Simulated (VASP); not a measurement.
Data:

```yaml
crystal:
  lattice:
    - [5.79079, 0.00000, 0.00000]
    - [0.00000, 5.95512, 0.00000]
    - [0.00000, 0.00000, 5.45170]
  atoms:
    - { symbol: Pb, position: [0.48740, 0.26743, 0.75707] }
    - { symbol: Pb, position: [0.51923, 0.71735, 0.25782] }
    - { symbol: Pb, position: [0.01842, 0.27367, 0.24349] }
    - { symbol: Pb, position: [0.96935, 0.72986, 0.74024] }
    - { symbol: O, position: [0.11507, 0.37564, 0.87730] }
    - { symbol: O, position: [0.88907, 0.61646, 0.35699] }
    - { symbol: O, position: [0.38629, 0.39548, 0.37111] }
    - { symbol: O, position: [0.61516, 0.62411, 0.87410] }
```

All values below come from PBEsol GGA, VASP's PBE PAW potentials (set 64) (plane waves; VASP). Run with 400 eV cut-off, 3×3×3 Γ-centred mesh, Fermi-Dirac smearing of 0.010 eV, potentials Pb_d O.

At this cut-off the stress carries a Pulay error, which pulls relaxed volumes low.

**Question.** Which forces act on the atoms, in eV/Å?

**Answer.** 
```tsv
atom	Fx	Fy	Fz
Pb1	-0.778	1.350	-0.242
Pb2	0.442	0.239	-0.113
Pb3	0.481	0.569	0.539
Pb4	-0.003	-0.978	0.240
O5	0.375	0.372	-0.697
O6	-0.224	-0.054	0.235
O7	-0.323	-0.944	0.431
O8	0.029	-0.555	-0.392
```

**Question.** Give the stress tensor in GPa (positive for a compressed cell).

**Answer.** 
```
-7.14   0.66  -0.13
 0.66  -6.24  -0.08
-0.13  -0.08  -5.60
```
The pressure is its mean diagonal, -6.33 GPa.

The structure comes from a computed database's PbO entry; how it stands against other phases isn't given here. The cell was not relaxed at this level, atoms are displaced from their ideal sites.
